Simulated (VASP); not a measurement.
Output of a VASP run:

**OUTCAR**
```
 ion  position               nearest neighbor table
   1  0.667  0.333  0.500-   4 1.90   4 1.90   4 1.90   3 1.91   2 3.08   2 3.08   2 3.08   2 3.08
                             2 3.08   2 3.08
   2  0.333  0.667  0.000-   3 1.90   3 1.90   3 1.90   4 1.91   1 3.08   1 3.08   1 3.08   1 3.08
                             1 3.08   1 3.08
   3  0.667  0.333  0.882-   2 1.90   2 1.90   2 1.90   1 1.91
   4  0.333  0.667  0.382-   1 1.90   1 1.90   1 1.90   2 1.91
  LATTYP: Found a hexagonal cell.
 ALAT       =     3.1238515590
 C/A-ratio  =     1.6021225874
 Subroutine PRICEL returns:
 Original cell was already a primitive cell.
 Subroutine GETGRP returns: Found 12 space group operations
The static configuration has the point symmetry C_3v.
 The point group associated with its full space group is C_6v.
The dynamic configuration has the point symmetry C_3v.
 Subroutine INISYM returns: Found 12 space group operations
 Subroutine IBZKPT returns following result:
 Found     36 irreducible k-points:

 Following reciprocal coordinates:
            Coordinates               Weight
  0.000000  0.000000  0.000000      1.000000
  0.111111  0.000000  0.000000      6.000000
  0.222222  0.000000  0.000000      6.000000
  0.333333  0.000000  0.000000      6.000000
  0.444444  0.000000  0.000000      6.000000
  0.111111  0.111111  0.000000      6.000000
  0.222222  0.111111  0.000000     12.000000
  0.333333  0.111111  0.000000     12.000000
  0.444444  0.111111  0.000000      6.000000
  0.222222  0.222222  0.000000      6.000000
  0.333333  0.222222  0.000000     12.000000
  0.333333  0.333333  0.000000      2.000000
  0.000000  0.000000  0.200000      2.000000
  0.111111  0.000000  0.200000     12.000000
  0.222222  0.000000  0.200000     12.000000
  0.333333  0.000000  0.200000     12.000000
  0.444444  0.000000  0.200000     12.000000
  0.111111  0.111111  0.200000     12.000000
  0.222222  0.111111  0.200000     24.000000
  0.333333  0.111111  0.200000     24.000000
  0.444444  0.111111  0.200000     12.000000
  0.222222  0.222222  0.200000     12.000000
  0.333333  0.222222  0.200000     24.000000
  0.333333  0.333333  0.200000      4.000000
  0.000000  0.000000  0.400000      2.000000
  0.111111  0.000000  0.400000     12.000000
  0.222222  0.000000  0.400000     12.000000
  0.333333  0.000000  0.400000     12.000000
  0.444444  0.000000  0.400000     12.000000
  0.111111  0.111111  0.400000     12.000000
  0.222222  0.111111  0.400000     24.000000
  0.333333  0.111111  0.400000     24.000000
  0.444444  0.111111  0.400000     12.000000
  0.222222  0.222222  0.400000     12.000000
  0.333333  0.222222  0.400000     24.000000
  0.333333  0.333333  0.400000      4.000000
   k-points           NKPTS =     36   k-points in BZ     NKDIM =     36   number of bands    NBANDS=     12
   number of dos      NEDOS =    601   number of ions     NIONS =      4
   total plane-waves  NPLWV =  23040
   dimension x,y,z NGX =    24 NGY =   24 NGZ =   40
   dimension x,y,z NGXF=    48 NGYF=   48 NGZF=   80
   ions per type =               2   2
   PREC   = accura    normal or accurate (medium, high low for compatibility)
   ISTART =      0    job   : 0-new  1-cont  2-samecut
   ICHARG =      2    charge: 1-file 2-atom 10-const
   ISPIN  =      1    spin polarized calculation?
   LNONCOLLINEAR =      F non collinear calculations
   LSORBIT =      F    spin-orbit coupling
   INIWAV =      1    electr: 0-lowe 1-rand  2-diag
   ENCUT  =  520.0 eV  38.22 Ry    6.18 a.u.   5.81  5.81  9.31*2*pi/ulx,y,z
   NELM   =    100;   NELMIN=  2; NELMDL= -5     # of ELM steps
   EDIFF  = 0.1E-06   stopping-criterion for ELM
   LREAL  =      F    real-space projection
   NLSPLINE    = F    spline interpolate recip. space projectors
   LMAXMIX     =    2 max onsite mixed and CHGCAR
   VOSKOWN=      0    Vosko Wilk Nusair interpolation
   EDIFFG = 0.1E-05   stopping-criterion for IOM
   NSW    =      0    number of steps for IOM
...
```

OSZICAR:
```
       N       E                     dE             d eps       ncg     rms          rms(c)
DAV:   1     0.583691479514E+02    0.58369E+02   -0.75968E+03   872   0.119E+03
DAV:   2    -0.259589317271E+02   -0.84328E+02   -0.77976E+02  1276   0.227E+02
DAV:   3    -0.300985823833E+02   -0.41397E+01   -0.41213E+01  1116   0.539E+01
DAV:   4    -0.301332753964E+02   -0.34693E-01   -0.34682E-01  1008   0.576E+00
DAV:   5    -0.301338013551E+02   -0.52596E-03   -0.52593E-03  1096   0.734E-01    0.127E+01
DAV:   6    -0.248246723221E+02    0.53091E+01   -0.19652E+01  1032   0.338E+01    0.406E+00
DAV:   7    -0.248569076951E+02   -0.32235E-01   -0.76873E-01   956   0.680E+00    0.284E+00
DAV:   8    -0.248471909811E+02    0.97167E-02   -0.10426E-01   996   0.340E+00    0.495E-01
DAV:   9    -0.248417929575E+02    0.53980E-02   -0.24142E-02  1112   0.116E+00    0.245E-01
DAV:  10    -0.248423626305E+02   -0.56967E-03   -0.24683E-03   980   0.398E-01    0.141E-01
DAV:  11    -0.248422845297E+02    0.78101E-04   -0.20382E-04  1056   0.126E-01    0.342E-02
DAV:  12    -0.248422874634E+02   -0.29337E-05   -0.75321E-06   956   0.268E-02    0.639E-03
DAV:  13    -0.248422877342E+02   -0.27080E-06   -0.36077E-06  1036   0.149E-02    0.277E-03
DAV:  14    -0.248422879467E+02   -0.21249E-06   -0.18895E-07   684   0.433E-03    0.431E-04
DAV:  15    -0.248422879729E+02   -0.26136E-07   -0.16852E-08   488   0.162E-03
   1 F= -.24842288E+02 E0= -.24842288E+02  d E =0.000000E+00
```

File OUTCAR:
```
------------------------ aborting loop because EDIFF is reached ----------------------------------------
  FORCE on cell =-STRESS in cart. coord.  units (eV):
  Direction    XX          YY          ZZ          XY          YZ          ZX
  --------------------------------------------------------------------------------------
  Total       -0.0439161     -0.0439161      0.0659020      0.0000000     -0.0000000      0.0000000
  in kB       -1.6635545     -1.6635545      2.4963844      0.0000000     -0.0000000      0.0000000
  external PRESSURE =      -0.2769082 kB  Pullay stress =       0.0000000 kB
  volume of cell :       42.30
      direct lattice vectors                 reciprocal lattice vectors
     1.561925782 -2.705334806  0.000000000     0.320117643 -0.184820008  0.000000000
     1.561925782  2.705334806  0.000000000     0.320117643  0.184820008  0.000000000
     0.000000000  0.000000000  5.004793142     0.000000000  0.000000000  0.199808458
  FREE ENERGIE OF THE ION-ELECTRON SYSTEM (eV)
  ---------------------------------------------------
  free  energy   TOTEN  =       -24.8422879729 eV

  energy  without entropy=      -24.8422879729  energy(sigma->0) =      -24.84228797

 total charge

# of ion       s       p       d       tot
------------------------------------------
    1        0.360   0.431   0.000   0.792
    2        0.360   0.431   0.000   0.792
    3        1.217   2.652   0.000   3.869
    4        1.217   2.652   0.000   3.869
--------------------------------------------------
tot          3.155   6.165   0.000   9.321

 Electric field gradients after diagonalization (V/A^2)
 (convention: |V_zz| > |V_xx| > |V_yy|)
----------------------------------------------------------------------
 ion       V_xx      V_yy      V_zz     asymmetry (V_yy - V_xx)/ V_zz
----------------------------------------------------------------------
   1      -2.531    -2.531     5.062       0.000
   2      -2.531    -2.531     5.062       0.000
   3       0.070     0.069    -0.140       0.006
   4       0.070     0.069    -0.140       0.005
```
(Selected blocks of OUTCAR.)

**POSCAR**
```
AlN
1
    1.5619257821    -2.7053348063     0.0000000000
    1.5619257821     2.7053348063     0.0000000000
    0.0000000000     0.0000000000     5.0047931423
Al N
2 2
Direct
  0.6666670000   0.3333330000   0.5000982102
  0.3333330000   0.6666670000   0.0000982102
  0.6666670000   0.3333330000   0.8819017898
  0.3333330000   0.6666670000   0.3819017898
```

Task: Write an INCAR and KPOINTS that could have produced this output.

Result: One answer among several that fit: the input of the run itself, optB88-vdW, plane waves, VASP's PBE PAW potentials (set 64).

### KPOINTS
```
Automatic mesh
0
Gamma
9 9 5
0 0 0
```

**INCAR**
```
AGGAC = 0.0
ALGO = Normal
EDIFF = 1E-7
ENCUT = 520
GGA = BO
ISIF = 2
ISMEAR = -5
LASPH = .True.
LCHARG = .True.
LEFG = .True.
LORBIT = 11
LREAL = .False.
LUSE_VDW = .True.
LWAVE = .False.
NEDOS = 601
NELM = 100
PARAM1 = 0.1833333333
PARAM2 = 0.22
PREC = Accurate
SYSTEM = AlN
```

POTCAR, in this order: Al N (PBE.64 set). Program: vasp_std.

The compound is AlN in the wurtzite structure. It was relaxed first.
